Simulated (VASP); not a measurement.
Consider the following.

```
CELL_PARAMETERS angstrom
      0.00000     2.86636     2.86636
      2.86636     0.00000     2.86636
      2.86636     2.86636     0.00000
ATOMIC_POSITIONS crystal
  Sb 0.00872 0.99128 0.99128
  Ag 0.50000 0.50000 0.50000
```

The numbers are results of r2SCAN meta-GGA, VASP's PBE PAW potentials (set 64) (plane waves; VASP), not measurements. Numerical set-up: 480 eV cut-off, 10×10×10 Γ-centred mesh, first-order Methfessel-Paxton smearing of 0.10 eV, potentials Sb Ag.

Q: Which forces act on the atoms, in eV/Å?

A: 
| atom | Fx | Fy | Fz |
|---|---|---|---|
| Sb1 | 0.174 | 0.000 | 0.000 |
| Ag2 | -0.174 | 0.000 | 0.000 |

Q: Give the stress tensor in GPa (positive for a compressed cell).

A: 
```
0.43  0.00  0.00
0.00  0.19  0.00
0.00  0.00  0.19
```
The pressure is its mean diagonal, 0.27 GPa.

The structure was generated: AgSb was put into the rocksalt type (Fm-3m), which need not be its known phase. This cell was strained or had an atom moved on purpose.
